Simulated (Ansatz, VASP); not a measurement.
## Pd2Au (Pd-Au-Pd stack, (100) layers) in two plane-wave programs

Aim: how closely do two programs agree when they are given the same cell, functional and k mesh? The cell is taken from a series of runs on this material, whose earlier steps may have relaxed, scaled, displaced or heated it; both programs get it as it stands.

Calculated with Ansatz 0.2.0; plane waves, with VASP 6.6.1 beside it; PBE.

## 1. The structure

The cell holds 3 atoms: 2 Pd and 1 Au. Cell: a = 2.740 Å, b = 2.740 Å, c = 31.960 Å, α = 90.0°, β = 90.0°, γ = 90.0°. It derives from Pd2Au. Vacuum lies along c.

Structure file:

```cif
data_structure
_symmetry_space_group_name_H-M 'P 1'
_symmetry_Int_Tables_number 1
_cell_length_a 2.7402
_cell_length_b 2.7402
_cell_length_c 31.9600
_cell_angle_alpha 90.000
_cell_angle_beta 90.000
_cell_angle_gamma 90.000
_cell_volume 239.97
loop_
_atom_site_label
_atom_site_type_symbol
_atom_site_fract_x
_atom_site_fract_y
_atom_site_fract_z
_atom_site_occupancy
Pd1 Pd 0.00000 0.00000 0.16985 1
Pd2 Pd 0.00000 0.00000 0.30198 1
Au3 Au 0.50000 0.50000 0.23592 1
```

## 2. Ansatz: zone-centre phonons, PBE

Ansatz runs on its default PAW (the set named soft_2) files.

Second derivatives magnify differences that forces hide, and they need a tight electronic threshold.

input.yaml reads:

```yaml
crystal:
  lattice:
    - [2.7401781674, 0.0, 0.0]
    - [0.0, 2.7401781674, 0.0]
    - [0.0, 0.0, 31.9599997232]
  atoms:
    - { symbol: Pd, position: [0.0, 0.0, 0.1698549344] }
    - { symbol: Au, position: [0.5, 0.5, 0.2359199019] }
    - { symbol: Pd, position: [0.0, 0.0, 0.3019848694] }
  periodic: [true, true, false]
kpoints:
  mp_grid: { grid: [6, 6, 1] }
hamiltonian:
  xc: pbe
scf:
  occupations: { method: methfessel_paxton, width: 0.2 }
output:
  eigenvalues: true
phonons:
  method: dfpt
  qmesh: [2, 2, 1]
  temperatures: { t_max: 1000, t_step: 50 }
  qpath:
    path: [[0.0, 0.0, 0.0], [0.0, 0.5, 0.0], [0.5, 0.5, 0.0], [0.0, 0.0, 0.0]]
    npoints: 10
```

Run with:

```console
> ansatz run input.yaml --threads 4 --pin off --max-ram 16384MiB --backend cpu --events-out ev --progress --plain --runs-dir out
```

Numbers of over 12 decimals in the logs are rounded to 6 here.

The program printed:

```text
Warning: crystal.symmetry: narrowed to the stabiliser of the run's FFT grids — unitary ops 16 → 8. A phonons.method: dfpt run fills in the rows of the dynamical matrix that it does not solve by its symmetry operations, which is exact only for operations that map its FFT grids onto themselves: filled in by any other, the frequencies could depend on the order in which like atoms are typed, or, by more than the grids' own error, on where the crystal sits among the grids' points. Excluded: 8 operations. The run can therefore solve more perturbations, solve them on more k-points, or both, and cost more. [rest of the remark cut]
Engine: ansatz 0.2.0, aarch64-unknown-linux-gnu
Pseudopotentials: kind: paw
Pseudopotential: Pd, paw, valence charge 18, recommended cutoff 420 eV (normal), Pd.paw.azcp
Pseudopotential: Au, paw, valence charge 19, recommended cutoff 420 eV (normal), Au.paw.azcp
Functional definition: PBE
  parameter kappa = 0.804
  parameter beta = 0.066725
  exchange = pbe_x(kappa = kappa, mu = beta*pi^2/3)
  correlation = pbe_c(beta = beta)
Crystal: 3 atoms, lattice volume = 239.974 Å³
Basis set: ecut = 420 eV, 4783 PW (Γ), exchange–correlation on 40×40×432 points (8 copies of the dense FFT grid, shifted against one another)
Bands: 33, of which v1, the nominal top of the filled ones, is band 28 counted from 1 (27 counted from 0)
Symmetry: 16 space group operations
k-points: 10 of 36 (irreducible under 8 space group operations)
Non-local potential: Pd, projectors of the file, l = 0: 2, l = 1: 2, l = 2: 2, l = 3: 1
Non-local potential: Au, projectors of the file, l = 0: 3, l = 1: 2, l = 2: 2, l = 3: 1
PAW form: soft (Blöchl's): semilocal exchange-correlation on the pseudo side does not see the compensation charge
PAW one-centre angular grid: Pd, 590 points (default); XC on 64 Gauss nodes
PAW one-centre angular grid: Au, 590 points (default); XC on 64 Gauss nodes
Initial density: superposition of atomic densities (neutral atoms: chi_scale 0, normalization atom), corrected by the library's trained network
Initial wavefunctions: pseudopotential atomic-orbital guess
Functional: x = pbe(κ = 0.804, μ = 0.219515), c = pbe(β = 0.066725)
SCF iter   1: F=—  HF=-27093.635670 eV  |F-HF|=—  |Δ(HF+E_count)|=         —  Δρ=3.27e-3  dr2=1.78e-2  ethr=1.77e-3  ⟨swp⟩=16.0  Hψ=2597  notcnv=0
preconditioner: auto → LDOS  [metal: Δε(μ)=0.035 eV  Ē_g=7.102 eV  σ=0.200 eV  W_gap=0.15  n_scr=20 (ndim 8)  ℏωp=13.3 eV  f_vac=0.751  D(μ)=4.88/eV (n_scr^D=18)  β→1.0]
SCF iter   2: F=—  HF=-27093.640858 eV  |F-HF|=—  |Δ(HF+E_count)|=   5.19e-3  S|Δr|=    0.00e0  Δρ=2.49e-3  dr2=1.44e-2  ethr=3.23e-5  ⟨swp⟩=3.5  Hψ=899  notcnv=0  defer=2
SCF iter   3: F=—  HF=-27093.637142 eV  |F-HF|=—  |Δ(HF+E_count)|=   3.72e-3  S|Δr|=    0.00e0  Δρ=4.05e-4  dr2=1.05e-3  ethr=2.63e-5  ⟨swp⟩=3.0  Hψ=588  notcnv=0  defer=2
SCF iter   4: F=—  HF=-27093.637145 eV  |F-HF|=—  |Δ(HF+E_count)|=   2.48e-6  S|Δr|=    0.00e0  Δρ=2.61e-4  dr2=1.61e-4  ethr=1.90e-6  ⟨swp⟩=3.1  Hψ=690  notcnv=0  defer=2
SCF iter   5: F=—  HF=-27093.637146 eV  |F-HF|=—  |Δ(HF+E_count)|=   1.36e-6  S|Δr|=    0.00e0  Δρ=7.64e-5  dr2=4.67e-5  ethr=2.92e-7  ⟨swp⟩=3.4  Hψ=679  notcnv=0  defer=2
SCF iter   6: F=—  HF=-27093.637171 eV  |F-HF|=—  |Δ(HF+E_count)|=   2.52e-5  S|Δr|=    0.00e0  Δρ=3.29e-5  dr2=3.24e-6  ethr=8.50e-8  ⟨swp⟩=2.9  Hψ=533  notcnv=0  defer=2
SCF iter   7: F=—  HF=-27093.637143 eV  |F-HF|=—  |Δ(HF+E_count)|=   2.81e-5  S|Δr|=    0.00e0  Δρ=1.08e-5  dr2=7.51e-7  ethr=5.89e-9  ⟨swp⟩=3.5  Hψ=671  notcnv=0  defer=1
SCF iter   8: F=—  HF=-27093.637143 eV  |F-HF|=—  |Δ(HF+E_count)|=   3.33e-7  S|Δr|=    0.00e0  Δρ=4.79e-6  dr2=6.56e-8  ethr=1.37e-9  ⟨swp⟩=3.4  Hψ=667  notcnv=0  defer=1
SCF iter   9: F=—  HF=-27093.637144 eV  |F-HF|=—  |Δ(HF+E_count)|=   4.34e-8  S|Δr|=    0.00e0  Δρ=1.33e-6  dr2=8.45e-9  ethr=1.19e-10  ⟨swp⟩=3.4  Hψ=706  notcnv=0  defer=1
SCF iter  10: F=—  HF=-27093.637144 eV  |F-HF|=—  |Δ(HF+E_count)|=   9.82e-9  S|Δr|=    0.00e0  Δρ=4.62e-7  dr2=4.43e-10  ethr=1.54e-11  ⟨swp⟩=3.1  Hψ=587  notcnv=0  defer=1
SCF iter  11: F=—  HF=-27093.637144 eV  |F-HF|=—  |Δ(HF+E_count)|=   2.77e-9  S|Δr|=    0.00e0  Δρ=1.87e-7  dr2=9.69e-11  ethr=1.00e-12  ⟨swp⟩=3.6  Hψ=759  notcnv=0  defer=1
SCF iter  12: F=-27093.637144 eV  HF=-27093.637144 eV  |F-HF|=3.35e-10  |Δ(HF+E_count)|=   1.23e-9  S|Δr|=    0.00e0  Δρ=4.41e-8  dr2=2.10e-12  ethr=1.00e-12  ⟨swp⟩=18.0  Hψ=2693  notcnv=0
SCF 1 converged in 12 iterations: F = -27093.637144 eV  dr2 = 2.10e-12
  greatest PAW one-centre occupation: 1.000 electrons in one spin orbital (limit 2), on the Au atom at site 1 (counted from 0), in its partial waves of l = 0
phonons: the bands overlap, so this run is a metal and interpolates without the dipole-dipole term. If the crystal is really an insulator or semiconductor, its LO-TO splitting is missing
NSCF: frozen V_eff on 10 k-points
WARN: eigensolver did not converge (k=2): 1 band(s) unlocked after 2 eigensolves, warm-restarted (20 sweeps on the last) at ethr=2.66e-12 eV (storage-precision floor; scheduled 1.00e-12 eV) (lowest unlocked band 32, counted from 0; max residual 4.37e-4 eV among the unlocked bands, 4.37e-4 eV over every band; other slots of this pass that fall short are told together in one closing line; warning suppressed until the next SCF loop or pass starts)
WARN: eigensolver did not converge in 4 slots of this pass, the one above among them; of largest residual over every band (k=9): 1 band(s) unlocked (lowest unlocked band 32, counted from 0; max residual 8.82e-4 eV among the unlocked bands, 8.82e-4 eV over every band); of lowest unlocked band (k=2): band 32
NSCF: frozen V_eff on 16 k-points
DFPT response loops at q = (0, 0, 0) (fractional): preconditioner auto → none (partly filled bands, converged f_vac=0.752); β = 0.50; Broyden in place of MSR1
NSCF: frozen V_eff on 32 k-points
DFPT response loops at q = (0, -0.5, 0) (fractional): mixed as the last ones told, above
NSCF: frozen V_eff on 32 k-points
DFPT response loops at q = (-0.5, -0.5, 0) (fractional): mixed as the last ones told, above
SCF converged after 12 iterations
Stability not checked: this state was not tested for a lower state beside it, because cold or Methfessel-Paxton smearing, or corrected tetrahedra, fill the levels in a way that the test cannot read (fill_not_monotonic; see scf.lower_state_search)
Free energy (F): -27093.637144 eV
Harris-Foulkes:  -27093.637144 eV  (|F-HF|=3.35e-10)
Internal energy: -27093.632587 eV  (E = F + TS)
E sigma→0 (E₀):  -27093.636005 eV
Entropy (-TS):   -0.004556 eV (-1.519 meV/atom)
Fermi energy:    -5.082504 eV
Step filling:    the computed levels leave a gap of 0.0176 eV = 0.1 smearing widths at the electron count; against every level under it full and every level over it empty, smearing changes F+E_penalty+E_count by -10.756 meV and its σ→0 estimate by -9.617 meV
--- Per-component energies (eV) ---
  E_band       = -1826.996688
  E_kinetic    = 1632.959650
  E_local      = -223253.125368  (includes V_loc(G=0)·N_el)
  E_nonlocal   = 511.152604
  E_hartree    = 110500.267363
  E_xc         = -563.074013
  E_vxc        = -695.210638  (∫ρ·V_xc dr)
  E_paw        = -17209.129163  (= ΣΔE_a)
  E_vpaw       = -1023.309565  (= ΣTr[D̂ρ^β])
  E_aug_tail   = 0.001879  (compensation charges beyond the density's cutoff)
  E_ewald      = 101287.314460
  E_smearing   = -0.004556  (= −TS)
  E_closure    = 0.000000  (closes the sum)
  Σ components = -27093.637144   (vs F -27093.637144, Δ=0.00e0)
--- Band table (eV; the first three rows and the last of 10) ---
  k-point 0: bands = [... 24 lower, -5.7079, -5.1898, -5.1898, -5.0472, -4.9927, -4.9486, -3.2128, -0.1102, ... 1 higher]
  k-point 1: bands = [... 24 lower, -5.8056, -5.5614, -5.4305, -5.3117, -5.1135, -3.9606, -1.7644, 0.4228, ... 1 higher]
  k-point 2: bands = [... 24 lower, -5.8232, -5.7643, -5.3144, -5.3074, -5.0535, -2.3125, 0.4733 (0.4733°), 1.0518, ... 1 higher]
  k-point 9: bands = [... 24 lower, -5.2923, -4.1104, -4.1100, -0.6011, -0.6011, 2.5008, 2.8428, 2.8428, ... 1 higher]
  ° read free of the cell's end (the report's vacuum.weakly_bound_levels)
--- Phonons (Γ-DFPT): 6 representative perturbations + reference (Σ response iterations 33) ---
  ASR residual: 3.105e-4 → 0.000e0 eV/Å²; symmetrization residual: 1.366e-4 eV/Å²
  The last average, over the group as it would stand without the narrowing to the FFT grids, took up to 1.363e-5 eV/Å² of the zone centre's force constants
  ASR residual per site (eV/Å²): 1.36e-4 3.11e-4 1.42e-4
  Γ frequencies (cm⁻¹): 0.00 0.00 0.00 52.64 52.64 85.11 85.11 109.36 158.27
--- Phonons (arbitrary-q DFPT): 3 irreducible q on the 2×2×1 mesh ---
  q = [0.0000, 0.0000, 0.0000] (star 1, of the zone-centre solve; hermiticity 2.90e-5, symmetrization 2.36e-12, taken by the last average 1.45e-6): -0.00 -0.00 0.00 52.64 52.64 85.11 85.11 109.36 158.27
  q = [0.0000, -0.5000, 0.0000] (star 2, 9 solved perturbations on 16 of 36 k-point pairs; hermiticity 6.36e-6, symmetrization 4.60e-9, taken by the last average 5.86e-7): 53.97 56.38 57.89 80.71 99.17 109.50 162.07 171.75 185.86
  q = [-0.5000, -0.5000, 0.0000] (star 1, 6 solved perturbations in 78 linear systems a pass and spin channel, the states on 16 of 36 k-point pairs; hermiticity 5.22e-6, symmetrization 1.58e-9, taken by the last average 1.58e-6): 97.12 129.23 130.18 143.01 143.01 152.22 152.22 177.42 177.42
  sum rule: each row above includes the acoustic sum rule's correction from the zone centre's row sums; it moved no ω² by more than (0.65 cm⁻¹)²
  mesh force constants: q→R imaginary residual 8.86e-18; ASR residual 3.105e-4 → 0.000e0 eV/Å²; symmetrization residual 7.105e-15 eV/Å²
  interpolated dispersion: 31 rows × 9 modes
  density of states and harmonic sums: on the 22×22×1 q-mesh, interpolated from the force constants of a 2×2×1 supercell (no non-analytic term)
  largest difference from the sums on the solved wave vectors: F 1.19e-1 eV, S 1.75e-4 and C_V 5.63e-5 eV/K
  zero-point energy: 0.062077 eV/cell   skipped modes (ω ≤ 0): 11, of them read as no rigid motion or as one in doubt: 8 (9.091e-2 modes/cell left out, lowest -17.89 cm⁻¹)   left out of the sums: 1.08e-2 of the cell's modes: C_V's classical limit lies that fraction below 3 k_B per atom; for a crystal, a wire or a layer, F and S can be off by more, and a phonons.interpolated_qmesh denser along its periods is the remedy for the sampling
```

In the SCF lines HF is the Harris–Foulkes energy and dr2 the Hartree energy of the density residual, in eV; the loop may stop once dr2 is under the threshold and the program's other checks hold. Hψ counts applications of the Hamiltonian.

(Continued in part 2 of 2.)

[Lines on the potential files, build, host, timing and source positions are cut from VASP's logs without a mark.]

[Logs are printed without paths, hosts, clocks, repeated set-up lines and the standing remarks that a program may print on its own settings, such as how far it seeks lower states.]

[Hosts, paths, dates, database ids (printed as entryN), source tags and the programs' standing remarks are cut or masked in the printed files.]
